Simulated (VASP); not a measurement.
Output of a VASP run:

OUTCAR:
```
 ion  position               nearest neighbor table
   1  0.333  0.667  0.250-   2 3.39   2 3.39   2 3.39   2 3.39   2 3.39   2 3.39
   2  0.667  0.333  0.750-   1 3.39   1 3.39   1 3.39   1 3.39   1 3.39   1 3.39
  LATTYP: Found a hexagonal cell.
 ALAT       =     3.5099423544
 C/A-ratio  =     1.5453697915
 Subroutine PRICEL returns:
 Original cell was already a primitive cell.
 Subroutine GETGRP returns: Found 24 space group operations
The static configuration has the point symmetry D_3d.
 The point group associated with its full space group is D_6h.
The dynamic configuration has the point symmetry D_3d.
 Subroutine INISYM returns: Found 24 space group operations
 Subroutine IBZKPT returns following result:
 Found     64 irreducible k-points:

 Following reciprocal coordinates:
            Coordinates               Weight
  0.000000  0.000000  0.000000      1.000000
  0.090909 -0.000000  0.000000      6.000000
  0.181818  0.000000  0.000000      6.000000
  0.272727 -0.000000  0.000000      6.000000
  0.363636 -0.000000  0.000000      6.000000
  0.454545  0.000000  0.000000      6.000000
  0.090909  0.090909  0.000000      6.000000
  0.181818  0.090909  0.000000     12.000000
  0.272727  0.090909  0.000000     12.000000
  0.363636  0.090909  0.000000     12.000000
  0.454545  0.090909  0.000000      6.000000
  0.181818  0.181818  0.000000      6.000000
  0.272727  0.181818  0.000000     12.000000
  0.363636  0.181818  0.000000     12.000000
  0.272727  0.272727  0.000000      6.000000
  0.363636  0.272727  0.000000      6.000000
  0.000000  0.000000  0.166667      2.000000
  0.090909 -0.000000  0.166667     12.000000
  0.181818  0.000000  0.166667     12.000000
  0.272727 -0.000000  0.166667     12.000000
  0.363636 -0.000000  0.166667     12.000000
  0.454545  0.000000  0.166667     12.000000
  0.090909  0.090909  0.166667     12.000000
  0.181818  0.090909  0.166667     24.000000
  0.272727  0.090909  0.166667     24.000000
  0.363636  0.090909  0.166667     24.000000
  0.454545  0.090909  0.166667     12.000000
  0.181818  0.181818  0.166667     12.000000
  0.272727  0.181818  0.166667     24.000000
  0.363636  0.181818  0.166667     24.000000
  0.272727  0.272727  0.166667     12.000000
  0.363636  0.272727  0.166667     12.000000
  0.000000  0.000000  0.333333      2.000000
  0.090909 -0.000000  0.333333     12.000000
  0.181818  0.000000  0.333333     12.000000
  0.272727 -0.000000  0.333333     12.000000
  0.363636 -0.000000  0.333333     12.000000
  0.454545  0.000000  0.333333     12.000000
  0.090909  0.090909  0.333333     12.000000
  0.181818  0.090909  0.333333     24.000000
   k-points           NKPTS =     64   k-points in BZ     NKDIM =     64   number of bands    NBANDS=     13
   number of dos      NEDOS =    301   number of ions     NIONS =      2
   total plane-waves  NPLWV =  31360
   dimension x,y,z NGX =    28 NGY =   28 NGZ =   40
   dimension x,y,z NGXF=    56 NGYF=   56 NGZF=   80
   ions per type =               2
   PREC   = accura    normal or accurate (medium, high low for compatibility)
   ISTART =      0    job   : 0-new  1-cont  2-samecut
   ICHARG =      2    charge: 1-file 2-atom 10-const
   ISPIN  =      1    spin polarized calculation?
   LNONCOLLINEAR =      F non collinear calculations
   LSORBIT =      F    spin-orbit coupling
   INIWAV =      1    electr: 0-lowe 1-rand  2-diag
   ENCUT  =  520.0 eV  38.22 Ry    6.18 a.u.   6.53  6.53 10.09*2*pi/ulx,y,z
   NELM   =    100;   NELMIN=  2; NELMDL= -5     # of ELM steps
   EDIFF  = 0.1E-05   stopping-criterion for ELM
   LREAL  =      F    real-space projection
   NLSPLINE    = F    spline interpolate recip. space projectors
   LMAXMIX     =    6 max onsite mixed and CHGCAR
   VOSKOWN=      0    Vosko Wilk Nusair interpolation
   EDIFFG = -.1E-01   stopping-criterion for IOM
   NSW    =     60    number of steps for IOM
...
```

**OSZICAR**
```
       N       E                     dE             d eps       ncg     rms          rms(c)
DAV:   1     0.639226668768E+02    0.63923E+02   -0.84528E+03  1672   0.132E+03
DAV:   2    -0.475640052441E+01   -0.68679E+02   -0.67707E+02  1738   0.392E+02
DAV:   3    -0.925101871002E+01   -0.44946E+01   -0.41764E+01  2793   0.621E+01
DAV:   4    -0.937794582465E+01   -0.12693E+00   -0.12508E+00  2640   0.830E+00
DAV:   5    -0.937920818509E+01   -0.12624E-02   -0.12622E-02  2293   0.784E-01    0.244E+01
DAV:   6    -0.936908003002E+01    0.10128E-01   -0.34017E-02  2652   0.218E+00    0.145E+01
DAV:   7    -0.937847743738E+01   -0.93974E-02   -0.59525E-02  2531   0.279E+00    0.380E-01
DAV:   8    -0.937812013846E+01    0.35730E-03   -0.29256E-03  2162   0.498E-01    0.102E-01
DAV:   9    -0.937811725776E+01    0.28807E-05   -0.25060E-04  2721   0.171E-01    0.275E-02
DAV:  10    -0.937811321512E+01    0.40426E-05   -0.17544E-05  2245   0.374E-02    0.271E-02
DAV:  11    -0.937811320919E+01    0.59260E-08   -0.11208E-06  1158   0.130E-02
   1 F= -.93781132E+01 E0= -.93789561E+01  d E =-.937811E+01
```

### OUTCAR
```
------------------------ aborting loop because EDIFF is reached ----------------------------------------
  FORCE on cell =-STRESS in cart. coord.  units (eV):
  Direction    XX          YY          ZZ          XY          YZ          ZX
  --------------------------------------------------------------------------------------
  Total       -0.0107661     -0.0107661     -0.0069276      0.0000000     -0.0000000      0.0000000
  in kB       -0.2980619     -0.2980619     -0.1917924      0.0000000     -0.0000000      0.0000000
  external PRESSURE =      -0.2626387 kB  Pullay stress =       0.0000000 kB
  volume of cell :       57.87
      direct lattice vectors                 reciprocal lattice vectors
     1.754971147 -3.039699262  0.000000000     0.284904969 -0.164489957  0.000000000
     1.754971147  3.039699262  0.000000000     0.284904969  0.164489957  0.000000000
     0.000000000  0.000000000  5.424158884     0.000000000  0.000000000  0.184360381
 POSITION                                       TOTAL-FORCE (eV/Angst)
 -----------------------------------------------------------------------------------
      1.75497      1.01324      1.35604        -0.000000     -0.000000      0.000000
      1.75497     -1.01324      4.06812         0.000000      0.000000      0.000000
 -----------------------------------------------------------------------------------
    total drift:                                0.000000      0.000068     -0.000012
  FREE ENERGIE OF THE ION-ELECTRON SYSTEM (eV)
  ---------------------------------------------------
  free  energy   TOTEN  =        -9.3781132092 eV

  energy  without entropy=       -9.3806417737  energy(sigma->0) =       -9.37895606

 reached required accuracy - stopping structural energy minimisation
```
(Selected blocks of OUTCAR.)

### POSCAR
```
Tm
1
    1.7549711474    -3.0396992619    -0.0000000000
    1.7549711474     3.0396992619    -0.0000000000
   -0.0000000000    -0.0000000000     5.4241588842
Tm
2
Direct
  0.3333330000   0.6666670000   0.2500000000
  0.6666670000   0.3333330000   0.7500000000
```

**Question.** Reconstruct the remaining input files.

**Answer.** This is not unique; one that fits is the input of the run itself, AM05 GGA, plane waves, VASP's PBE PAW potentials (set 64).

**INCAR**
```
LCHARG = .FALSE.
EDIFF = 1E-6
IBRION = 2   ! conjugate gradients
ISIF = 3   ! ions, shape and volume
LMAXMIX = 6   ! l cut-off of mixed one-centre charges
LWAVE = .FALSE.
EDIFFG = -0.01   ! ionic stop
SYSTEM = Tm
ISMEAR = 1
PREC = Accurate
LREAL = .FALSE.   ! projection in real space or not
GGA = AM   ! AM05
ENCUT = 520
NELM = 100   ! most electronic steps
SIGMA = 0.1
NSW = 60   ! most ionic steps
ALGO = Normal   ! blocked Davidson
LASPH = .TRUE.   ! aspherical one-centre terms
```

File KPOINTS:
```
Automatic mesh
0
Gamma
11 11 6
0 0 0
```

POTCAR, in this order: Tm_3 (PBE.64 set). Program: vasp_std.

The 4f electrons are frozen in the core of the lanthanide potential, so 4f levels, which can set the real gap, and their magnetism are missing.

The compound is Tm in the hcp structure. It was relaxed first. The start is the result of an earlier pass.
